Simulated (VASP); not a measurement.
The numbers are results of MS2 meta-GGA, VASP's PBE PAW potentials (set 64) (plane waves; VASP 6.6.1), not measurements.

A VASP calculation is set up with these files.

**INCAR**
```
SYSTEM = Cs
PREC = Accurate
ENCUT = 520
EDIFF = 1E-6
NELM = 100
ALGO = Normal
LREAL = .FALSE.
LASPH = .TRUE.
ISMEAR = 1
SIGMA = 0.1
METAGGA = MS2
LMIXTAU = .TRUE.
LMAXMIX = 4
LWAVE = .FALSE.
LCHARG = .FALSE.
IBRION = 2
ISIF = 3
NSW = 60
EDIFFG = -0.01
```

File KPOINTS:
```
Regular mesh
0
G
 8 8 8
0 0 0
```

POSCAR:
```
Cs
1
   -3.0500000000     3.0500000000     3.0500000000
    3.0500000000    -3.0500000000     3.0500000000
    3.0500000000     3.0500000000    -3.0500000000
Cs
1
Direct
  0.0000000000   0.0000000000   0.0000000000
```

POTCAR, in this order: Cs_sv (PBE.64 set). Program: vasp_std.

The resulting files:

### OSZICAR
```
       N       E                     dE             d eps       ncg     rms          rms(c)
DAV:   1     0.572974510734E+02    0.57297E+02   -0.28183E+03   464   0.736E+02
DAV:   2     0.710104678932E+01   -0.50196E+02   -0.48971E+02   608   0.131E+02
DAV:   3     0.207745181942E+01   -0.50236E+01   -0.50231E+01   464   0.511E+01
DAV:   4     0.203066358518E+01   -0.46788E-01   -0.46787E-01   848   0.615E+00
DAV:   5     0.203065078352E+01   -0.12802E-04   -0.12802E-04   552   0.721E-02    0.193E+00
DAV:   6     0.412929723016E+01    0.20986E+01   -0.11877E+00   464   0.151E+01    0.929E-01
DAV:   7     0.413692148207E+01    0.76243E-02   -0.69766E-01   464   0.101E+01    0.334E-01
DAV:   8     0.437887738220E+01    0.24196E+00   -0.48739E-01   464   0.102E+01    0.147E-01
DAV:   9     0.406362569503E+01   -0.31525E+00   -0.36575E-01   464   0.842E+00    0.106E-01
DAV:  10     0.422211887929E+01    0.15849E+00   -0.11867E-01   464   0.487E+00    0.496E-02
DAV:  11     0.428661364663E+01    0.64495E-01   -0.52629E-02   512   0.391E+00    0.470E-02
DAV:  12     0.443380785412E+01    0.14719E+00   -0.80775E-02   464   0.435E+00    0.308E-02
DAV:  13     0.451308438502E+01    0.79277E-01   -0.74024E-02   464   0.437E+00    0.346E-02
DAV:  14     0.454166738623E+01    0.28583E-01   -0.56666E-02   464   0.375E+00    0.346E-02
DAV:  15     0.454274873848E+01    0.10814E-02   -0.35083E-04   800   0.160E-01    0.353E-02
DAV:  16     0.454262630471E+01   -0.12243E-03   -0.14675E-04   512   0.179E-01    0.354E-02
DAV:  17     0.452407287670E+01   -0.18553E-01   -0.44633E-02   472   0.241E+00    0.314E-02
DAV:  18     0.452190167752E+01   -0.21712E-02   -0.21464E-03   576   0.517E-01    0.322E-02
DAV:  19     0.452199422028E+01    0.92543E-04   -0.38925E-05   560   0.701E-02    0.324E-02
DAV:  20     0.452072186964E+01   -0.12724E-02   -0.81197E-03   464   0.965E-01    0.276E-02
DAV:  21     0.451790047956E+01   -0.28214E-02   -0.35872E-04   544   0.221E-01    0.235E-02
DAV:  22     0.451778669019E+01   -0.11379E-03   -0.13850E-04   496   0.182E-01    0.224E-02
DAV:  23     0.451782549317E+01    0.38803E-04   -0.18468E-03   464   0.603E-01    0.249E-02
DAV:  24     0.451675865112E+01   -0.10668E-02   -0.11432E-03   464   0.494E-01    0.239E-02
DAV:  25     0.451532603065E+01   -0.14326E-02   -0.11116E-03   464   0.447E-01    0.219E-02
DAV:  26     0.451525147843E+01   -0.74552E-04   -0.36856E-05   592   0.892E-02    0.218E-02
DAV:  27     0.451538106525E+01    0.12959E-03   -0.64473E-05   472   0.109E-01    0.211E-02
DAV:  28     0.451514311174E+01   -0.23795E-03   -0.70717E-05   480   0.115E-01    0.205E-02
DAV:  29     0.451505648935E+01   -0.86622E-04   -0.93812E-06   504   0.386E-02    0.203E-02
DAV:  30     0.451508525388E+01    0.28765E-04   -0.66629E-06   480   0.357E-02    0.205E-02
DAV:  31     0.451528828521E+01    0.20303E-03   -0.47898E-05   464   0.945E-02    0.203E-02
DAV:  32     0.451511795349E+01   -0.17033E-03   -0.23466E-05   480   0.636E-02    0.200E-02
DAV:  33     0.451485981902E+01   -0.25813E-03   -0.74832E-05   464   0.115E-01    0.196E-02
DAV:  34     0.451481381566E+01   -0.46003E-04   -0.15877E-05   496   0.595E-02    0.183E-02
DAV:  35     0.451483394795E+01    0.20132E-04   -0.43022E-05   464   0.757E-02    0.163E-02
DAV:  36     0.451481713517E+01   -0.16813E-04   -0.12382E-05   480   0.425E-02    0.144E-02
DAV:  37     0.451462825105E+01   -0.18888E-03   -0.70338E-05   464   0.126E-01    0.101E-02
DAV:  38     0.451467800913E+01    0.49758E-04   -0.22625E-05   464   0.656E-02    0.967E-03
DAV:  39     0.451464849822E+01   -0.29511E-04   -0.11326E-05   480   0.486E-02    0.702E-03
DAV:  40     0.451468262684E+01    0.34129E-04   -0.99082E-06   464   0.486E-02    0.582E-03
DAV:  41     0.451468921135E+01    0.65845E-05   -0.24901E-06   560   0.181E-02    0.418E-03
DAV:  42     0.451469443234E+01    0.52210E-05   -0.43185E-06   472   0.252E-02    0.240E-03
DAV:  43     0.451470469374E+01    0.10261E-04   -0.54564E-06   464   0.318E-02    0.149E-03
DAV:  44     0.451470464724E+01   -0.46501E-07   -0.14560E-06   512   0.170E-02
   1 F= 0.45147046E+01 E0= 0.45156793E+01  d E =0.451470E+01
       N       E                     dE             d eps       ncg     rms          rms(c)
DAV:   1     0.450809191790E+01   -0.66128E-02   -0.30248E-01   464   0.376E+00    0.469E-01
DAV:   2     0.451214458554E+01    0.40527E-02   -0.22819E-02   464   0.122E+00    0.207E-01
DAV:   3     0.452458318247E+01    0.12439E-01   -0.25541E-02   464   0.179E+00    0.629E-02
DAV:   4     0.451420774699E+01   -0.10375E-01   -0.15361E-02   464   0.129E+00    0.461E-02
DAV:   5     0.451306961737E+01   -0.11381E-02   -0.21920E-03   464   0.549E-01    0.171E-02
DAV:   6     0.451331827819E+01    0.24866E-03   -0.81826E-04   480   0.242E-01    0.508E-03
DAV:   7     0.451336507868E+01    0.46800E-04   -0.17717E-05   552   0.392E-02    0.421E-03
DAV:   8     0.451335658230E+01   -0.84964E-05   -0.43373E-05   464   0.691E-02    0.100E-03
DAV:   9     0.451334454174E+01   -0.12041E-04   -0.53567E-05   464   0.905E-02    0.891E-04
DAV:  10     0.451336541178E+01    0.20870E-04   -0.14118E-05   464   0.442E-02    0.507E-04
DAV:  11     0.451336479521E+01   -0.61656E-06   -0.17183E-06   480   0.152E-02
   2 F= 0.45133648E+01 E0= 0.45143198E+01  d E =-.133985E-02
       N       E                     dE             d eps       ncg     rms          rms(c)
DAV:   1     0.446751442736E+01   -0.45851E-01   -0.24999E+00   464   0.106E+01    0.135E+00
DAV:   2     0.450604909390E+01    0.38535E-01   -0.20422E-01   464   0.358E+00    0.587E-01
DAV:   3     0.450870274068E+01    0.26536E-02   -0.16861E-01   464   0.623E+00    0.187E-01
DAV:   4     0.456378705757E+01    0.55084E-01   -0.28300E-01   464   0.715E+00    0.146E-01
DAV:   5     0.445852798429E+01   -0.10526E+00   -0.10995E-01   464   0.259E+00    0.547E-02
DAV:   6     0.451514409311E+01    0.56616E-01   -0.24600E-02   464   0.200E+00    0.313E-02
DAV:   7     0.451266050335E+01   -0.24836E-02   -0.28366E-03   496   0.606E-01    0.241E-02
DAV:   8     0.454231879149E+01    0.29658E-01   -0.89684E-02   464   0.371E+00    0.879E-03
DAV:   9     0.451226429526E+01   -0.30054E-01   -0.77622E-02   464   0.312E+00    0.256E-02
DAV:  10     0.451185894980E+01   -0.40535E-03   -0.75923E-04   648   0.307E-01    0.436E-02
DAV:  11     0.451145440015E+01   -0.40455E-03   -0.14982E-04   480   0.150E-01    0.332E-02
DAV:  12     0.451193316749E+01    0.47877E-03   -0.84158E-04   464   0.353E-01    0.989E-03
DAV:  13     0.451142272647E+01   -0.51044E-03   -0.38952E-04   464   0.290E-01    0.661E-03
DAV:  14     0.451143945306E+01    0.16727E-04   -0.93688E-05   464   0.122E-01    0.395E-03
DAV:  15     0.451144775342E+01    0.83004E-05   -0.22386E-05   464   0.662E-02    0.472E-03
DAV:  16     0.451144378179E+01   -0.39716E-05   -0.14166E-05   464   0.491E-02    0.335E-03
DAV:  17     0.451144882968E+01    0.50479E-05   -0.74613E-06   464   0.321E-02    0.160E-03
DAV:  18     0.451144801295E+01   -0.81673E-06   -0.21292E-06   592   0.168E-02
   3 F= 0.45114480E+01 E0= 0.45123443E+01  d E =-.325663E-02
       N       E                     dE             d eps       ncg     rms          rms(c)
DAV:   1     0.451039134776E+01   -0.10575E-02   -0.58098E-02   464   0.165E+00    0.205E-01
DAV:   2     0.451114277579E+01    0.75143E-03   -0.42735E-03   464   0.528E-01    0.911E-02
DAV:   3     0.451164961760E+01    0.50684E-03   -0.24066E-03   464   0.565E-01    0.259E-02
DAV:   4     0.451140600605E+01   -0.24361E-03   -0.67591E-04   464   0.335E-01    0.201E-02
DAV:   5     0.451135630457E+01   -0.49701E-04   -0.16483E-04   464   0.113E-01    0.230E-03
DAV:   6     0.451142894359E+01    0.72639E-04   -0.79853E-05   464   0.127E-01    0.893E-04
DAV:   7     0.451134026324E+01   -0.88680E-04   -0.99798E-05   464   0.133E-01    0.442E-04
DAV:   8     0.451140165171E+01    0.61388E-04   -0.71431E-05   464   0.107E-01    0.232E-04
DAV:   9     0.451140191599E+01    0.26427E-06   -0.88843E-07   576   0.939E-03
   4 F= 0.45114019E+01 E0= 0.45122895E+01  d E =-.330273E-02
```

**OUTCAR**
```
------------------------ aborting loop because EDIFF is reached ----------------------------------------
  FORCE on cell =-STRESS in cart. coord.  units (eV):
  Direction    XX          YY          ZZ          XY          YZ          ZX
  --------------------------------------------------------------------------------------
  Total        0.0009245      0.0009245      0.0009245     -0.0000000     -0.0000000     -0.0000000
  in kB        0.0122257      0.0122257      0.0122257     -0.0000000     -0.0000000     -0.0000000
  external PRESSURE =       0.0122257 kB  Pullay stress =       0.0000000 kB
  volume of cell :      121.15
      direct lattice vectors                 reciprocal lattice vectors
    -3.117163701  3.117163701  3.117163701     0.000000000  0.160402227  0.160402227
     3.117163701 -3.117163701  3.117163701     0.160402227  0.000000000  0.160402227
     3.117163701  3.117163701 -3.117163701     0.160402227  0.160402227  0.000000000
 POSITION                                       TOTAL-FORCE (eV/Angst)
 -----------------------------------------------------------------------------------
      3.11716      3.11716     -3.11716         0.000000      0.000000     -0.000000
 -----------------------------------------------------------------------------------
    total drift:                                0.000000      0.000000     -0.000000
  FREE ENERGIE OF THE ION-ELECTRON SYSTEM (eV)
  ---------------------------------------------------
  free  energy   TOTEN  =         4.5114019160 eV

  energy  without entropy=        4.5140647632  energy(sigma->0) =        4.51228953

 reached required accuracy - stopping structural energy minimisation
```
(Selected blocks of OUTCAR.)

### CONTCAR
```
Cs
   1.00000000000000
    -3.1171637010397668    3.1171637010397668    3.1171637010397668
     3.1171637010397668   -3.1171637010397668    3.1171637010397668
     3.1171637010397668    3.1171637010397668   -3.1171637010397668
  Cs
     1
Direct
     0.0000000000000000    0.0000000000000000    1.0000000000000000
```

Energy and stress use the plane-wave basis of the starting cell.

The compound is Cs in the bcc structure. This run relaxes it. Symmetry was kept, so distortions that lower it aren't found.
